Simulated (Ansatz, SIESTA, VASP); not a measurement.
## One calculation of GaSb3, 4 ways

```
CELL_PARAMETERS angstrom
0.00000 3.73060 3.73060
3.73060 0.00000 3.73060
3.73060 3.73060 0.00000
ATOMIC_POSITIONS crystal
Sb 0.50000 0.50000 0.50000
Sb 0.75000 0.75000 0.75000
Sb 0.25000 0.25000 0.25000
Ga 0.00000 0.00000 0.00000
```

The cell comes from a database or a generator and needn't be the stable form of this composition.

Alike in all runs: task single point; functional PBEsol; k mesh 6 × 6 × 6; occupations fermi-dirac, width 0.05 eV; no spin polarisation; no spin-orbit coupling. A missing gap at this level doesn't show that the real crystal is a metal. Pressure is positive in compression and, in plane waves, holds the error of the finite cutoff, which Ansatz's Pulay term estimates and takes out.

| program and potentials | plane-wave cutoff (eV) | notes | band gap (eV) | pressure (GPa) |
| --- | --- | --- | --- | --- |
| Ansatz, Ansatz PAW | 420 | potentials made for PBE, which Ansatz adapts in part; 14.5 valence electrons an atom on average; Pulay term of +0.04 GPa included | no gap | -3.44 |
| SIESTA, files PseudoDojo sr-pbesol-0.4.1-standard, DZP (energy shift 0.003 Ry; two zetas on semicore shells) | - | atomic basis; 14.5 valence electrons an atom on average | no gap | -2.07 |
| Ansatz, all-electron LAPW, scalar-relativistic | - | - | no gap | -3.43 |
| VASP, PBE PAW files Ga_d, Sb, 520 eV | 520 | potentials made for PBE; 7 valence electrons an atom on average | no gap | -3.45 |

None finds a gap. The pressure spans -3.45 (VASP, PBE PAW files Ga_d, Sb, 520 eV) to -2.07 GPa (SIESTA, files PseudoDojo sr-pbesol-0.4.1-standard, DZP (energy shift 0.003 Ry; two zetas on semicore shells)), with all-electron results at -3.43. Rows in atomic bases carry the error of their basis and grid, which can be large.

Differences between rows come from potentials, basis sets and numerical settings, since the functional is the same but for its coding. Runs on potential files found faulty are left out.

All four runs give a metal under tension, so at this level the cubic cell would shrink if relaxed. The even number of valence electrons would permit a gap, but the bcc-like packing gives each atom eight nearest neighbours, too many for the localised two-centre bonds that open the gap in tetrahedral GaSb. Broad, overlapping s and p bands are therefore the likely origin of the metallic state.

The two PAW runs reproduce the all-electron pressure closely, although one of them keeps the Sb 4d shell in the core. This suggests that the shell matters little for the pressure at this volume. SIESTA finds the same sign but a weaker tension, probably because of its limited atomic basis, though its different potentials could contribute.

Symmetry fixes every atomic position and cancels the forces, so the pressure tests only the volume and can't reveal whether the Sb network would gain energy by distorting towards the shorter and longer contacts typical of elemental antimony.
